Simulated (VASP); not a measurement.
OSZICAR of a VASP run on HfN (rock salt):

File OSZICAR:
```
       N       E                     dE             d eps       ncg     rms          rms(c)
DAV:   1     0.398780086677E+02    0.39878E+02   -0.83283E+03  1848   0.130E+03
DAV:   2    -0.224375080597E+02   -0.62316E+02   -0.58857E+02  2552   0.255E+02
DAV:   3    -0.247397982403E+02   -0.23023E+01   -0.22458E+01  2387   0.413E+01
DAV:   4    -0.247611976388E+02   -0.21399E-01   -0.21384E-01  2173   0.391E+00
DAV:   5    -0.247615094133E+02   -0.31177E-03   -0.31353E-03  2387   0.376E-01    0.491E+01
DAV:   6    -0.218383361137E+02    0.29232E+01   -0.15485E+01  2151   0.283E+01    0.410E+01
DAV:   7    -0.217772980762E+02    0.61038E-01   -0.67753E-01  2109   0.760E+00    0.264E+01
DAV:   8    -0.217655917611E+02    0.11706E-01   -0.13347E-01  2158   0.343E+00    0.627E+00
DAV:   9    -0.217548411748E+02    0.10751E-01   -0.60726E-02  2189   0.173E+00    0.155E+00
DAV:  10    -0.217544468746E+02    0.39430E-03   -0.21979E-03  2137   0.439E-01    0.335E-01
DAV:  11    -0.217544510780E+02   -0.42033E-05   -0.22637E-04  2310   0.134E-01    0.509E-02
DAV:  12    -0.217544477936E+02    0.32844E-05   -0.13816E-05  2206   0.356E-02    0.369E-02
DAV:  13    -0.217544474854E+02    0.30819E-06   -0.54823E-07  1185   0.824E-03
   1 F= -.21754447E+02 E0= -.21754345E+02  d E =-.217544E+02
       N       E                     dE             d eps       ncg     rms          rms(c)
DAV:   1    -0.217885941679E+02   -0.34146E-01   -0.10609E+00  1848   0.105E+01    0.330E+00
DAV:   2    -0.217590591995E+02    0.29535E-01   -0.51258E-02  1908   0.213E+00    0.150E+00
DAV:   3    -0.217504732428E+02    0.85860E-02   -0.18113E-02  2064   0.129E+00    0.991E-01
DAV:   4    -0.217501223387E+02    0.35090E-03   -0.12606E-03  2305   0.352E-01    0.603E-01
DAV:   5    -0.217500841742E+02    0.38165E-04   -0.12391E-04  2214   0.919E-02    0.571E-02
DAV:   6    -0.217500819732E+02    0.22010E-05   -0.10411E-05  2284   0.316E-02    0.158E-02
DAV:   7    -0.217500821912E+02   -0.21799E-06   -0.41752E-07  1161   0.696E-03
   2 F= -.21750082E+02 E0= -.21750004E+02  d E =0.436529E-02
       N       E                     dE             d eps       ncg     rms          rms(c)
DAV:   1    -0.217726213148E+02   -0.22539E-01   -0.45204E-01  1854   0.686E+00    0.215E+00
DAV:   2    -0.217600223944E+02    0.12599E-01   -0.21307E-02  1908   0.137E+00    0.966E-01
DAV:   3    -0.217563768444E+02    0.36455E-02   -0.76162E-03  2055   0.845E-01    0.633E-01
DAV:   4    -0.217562357207E+02    0.14112E-03   -0.49566E-04  2317   0.223E-01    0.393E-01
DAV:   5    -0.217562320861E+02    0.36346E-05   -0.46676E-05  2194   0.559E-02    0.401E-02
DAV:   6    -0.217562325454E+02   -0.45922E-06   -0.45313E-06  2211   0.203E-02
   3 F= -.21756233E+02 E0= -.21756139E+02  d E =-.178506E-02
```

Which electronic solver shows in the log?

It is blocked Davidson (ALGO = Normal, or the opening steps of other solvers). The INCAR had ALGO = Normal.

Can the final energy be trusted as converged?

Self-consistency was reached. It stopped with EDIFF = 1E-6, NELM = 100, NSW = 60 and EDIFFG = -0.01 after 3 ionic steps (PBE GGA, plane waves, VASP's PBE PAW potentials (set 64)).

The compound is HfN in the rock salt structure. This run relaxes it. Symmetry was kept, so distortions that lower it aren't found. The electron count is odd and the run is not spin-polarised, which forces a metal.
